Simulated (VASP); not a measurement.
Output of a VASP run:

### OSZICAR
```
       N       E                     dE             d eps       ncg     rms          rms(c)
DAV:   1    -0.643835223263E+03   -0.64384E+03   -0.76583E+00   314   0.837E+00    0.266E+00
DAV:   2    -0.643867822247E+03   -0.32599E-01   -0.11376E-01   348   0.837E-01    0.172E+00
DAV:   3    -0.643848392913E+03    0.19429E-01   -0.11531E-02   356   0.295E-01    0.971E-01
DAV:   4    -0.643843256685E+03    0.51362E-02   -0.66209E-03   356   0.199E-01    0.547E-01
DAV:   5    -0.643841976554E+03    0.12801E-02   -0.12632E-03   364   0.919E-02    0.307E-01
DAV:   6    -0.643841558224E+03    0.41833E-03   -0.27580E-04   343   0.485E-02    0.167E-01
DAV:   7    -0.643841434769E+03    0.12346E-03   -0.91049E-05   343   0.289E-02    0.888E-02
DAV:   8    -0.643841399484E+03    0.35284E-04   -0.20024E-05   215   0.146E-02    0.494E-02
DAV:   9    -0.643841388972E+03    0.10512E-04   -0.69639E-06   212   0.908E-03    0.268E-02
DAV:  10    -0.643841386095E+03    0.28772E-05   -0.17294E-06   199   0.433E-03
   1 F= -.64384139E+03 E0= -.64384139E+03  d E =-.695740E-14
```

**OUTCAR**
```
------------------------ aborting loop because EDIFF is reached ----------------------------------------
  volume of cell :      380.90
      direct lattice vectors                 reciprocal lattice vectors
     7.248884826  0.000000000  0.000000000     0.137952254  0.000000000  0.000000000
     0.000000000  7.248884826  0.000000000     0.000000000  0.137952254  0.000000000
     0.000000000  0.000000000  7.248884826     0.000000000  0.000000000  0.137952254
  FREE ENERGIE OF THE ION-ELECTRON SYSTEM (eV)
  ---------------------------------------------------
  free  energy   TOTEN  =      -643.8413860947 eV

  energy  without entropy=     -643.8413860947  energy(sigma->0) =     -643.84138609

  exchange ACFDT corr.  =         0.00000000  see jH, gK, PRB 81, 115126
```
(Selected blocks of OUTCAR.)

**POSCAR**
```
B32N31
1
    7.2488848259     0.0000000000     0.0000000000
    0.0000000000     7.2488848259     0.0000000000
    0.0000000000     0.0000000000     7.2488848259
B N
32 31
Direct
  0.4990049128   0.9990639507   0.9988291893
  0.7497606692   0.2502322269   0.9993835747
  0.7497495688   0.9995633557   0.2500287729
  0.0002980527   0.9996904856   0.9994885323
  0.2494849448   0.2485449974   0.9988295412
  0.5007143268   0.4992534500   0.9993752493
  0.7514718979   0.7504635415   0.9987965825
  0.2495157857   0.9990712649   0.2483230446
  0.4913352029   0.2408583143   0.2406267241
  0.7591030853   0.5086640162   0.2406061485
  0.5007067029   0.9995803575   0.4990550159
  0.7591952635   0.2407749158   0.5084822274
  0.7514988891   0.9990538394   0.7502442701
  0.0009772485   0.5009162315   0.9988122980
  0.2501921563   0.7497390732   0.9994861609
  0.0003786415   0.2502619721   0.2500309357
  0.2500605002   0.4992099433   0.2500075937
  0.5007081851   0.7499320783   0.2500106583
  0.0010102798   0.9990234530   0.5007059014
  0.2501358541   0.2502156531   0.4990520604
  0.4913083546   0.5087081165   0.5084191698
  0.7498153357   0.7499082571   0.4990596570
  0.2502186799   0.9997062213   0.7495272807
  0.5007133967   0.2502282985   0.7497087851
  0.7497775378   0.4992531443   0.7497217949
  0.0009235778   0.7504327774   0.2483357553
  0.0004187551   0.4992373932   0.4990364454
  0.2495245733   0.7504310327   0.5007443304
  0.0009642833   0.2485517502   0.7502502113
  0.2495314374   0.5009127609   0.7502159160
  0.4990716686   0.7504454872   0.7502169767
  0.0003225559   0.7497445967   0.7495200952
  0.6253361443   0.1262792487   0.1260206176
  0.8737351205   0.3746944177   0.1259825513
  0.8737164256   0.1262193268   0.3744661891
  0.1248724232   0.1248424074   0.1246250679
  0.3767414545   0.3748014115   0.1260417920
  0.6251446973   0.6232461231   0.1260159331
  0.8751306399   0.8750488824   0.1246412671
  0.3767849316   0.1262400072   0.3746086542
  0.8736809921   0.6232357639   0.3745802106
  0.6251519207   0.1262432996   0.6230414562
  0.8736963707   0.3748132638   0.6230368725
  0.8751749928   0.1248534447   0.8748659960
  0.1255235035   0.6246239618   0.1246260279
  0.3753330942   0.8744541696   0.1246428397
  0.1252633540   0.3747086879   0.3745350014
  0.3767674263   0.6232765441   0.3744370250
  0.6252550676   0.8747508527   0.3745465736
  0.1255624778   0.1248473412   0.6244329876
  0.3768087990   0.3746772998   0.6230165676
  0.6253761314   0.6232368438   0.6229979176
  0.8751871597   0.8744314428   0.6244292525
  0.3753245891   0.1248571335   0.8742147000
  0.6252399080   0.3747805181   0.8745688555
  0.8751947075   0.6246292665   0.8742051051
  0.1252715466   0.8747378298   0.3745401505
  0.1249299568   0.6246006583   0.6244161223
  0.3753272084   0.8750499916   0.6244048736
  0.1252479425   0.3747482466   0.8744918022
  0.3753317489   0.6246116476   0.8748349679
  0.6252734493   0.8747683194   0.8745100487
  0.1252204918   0.8747346918   0.8745266747
```

Problem. Reconstruct the remaining input files.

Solution. This is not unique; one that fits is the input of the run itself, HSE06 screened hybrid, plane waves, VASP's PBE PAW potentials (set 64).

### INCAR
```
SYSTEM = B32N31
PREC = Normal; ENCUT = 400; LREAL = Auto
LASPH = .TRUE.; ISYM = 0; NELECT = 250.0
EDIFF = 1E-5; NELM = 50; NELMIN = 4
ALGO = Normal
ISMEAR = 0; SIGMA = 0.05
GGA = PE; LHFCALC = .TRUE.; AEXX = 0.25
HFSCREEN = 0.2; PRECFOCK = Fast
ISIF = 0
LWAVE = .FALSE.; LCHARG = .FALSE.
```

### KPOINTS
```
Automatic mesh
0
Gamma
1 1 1
0 0 0
```

POTCAR, in this order: B N (PBE.64 set). Program: vasp_gam. Read from the step before: WAVECAR.

The cell is charged, with a uniform compensating background. The supercell is sampled at Γ alone, which is coarse: total energies, pressure and levels can be off, energies of defects by several tenths of an eV.

The cell is a supercell with a defect, built from BN (zinc blende): vac_N, charge +1. The cell's shape comes from a PBE relaxation. The run is not spin-polarised, so no state with unpaired spins was tried.
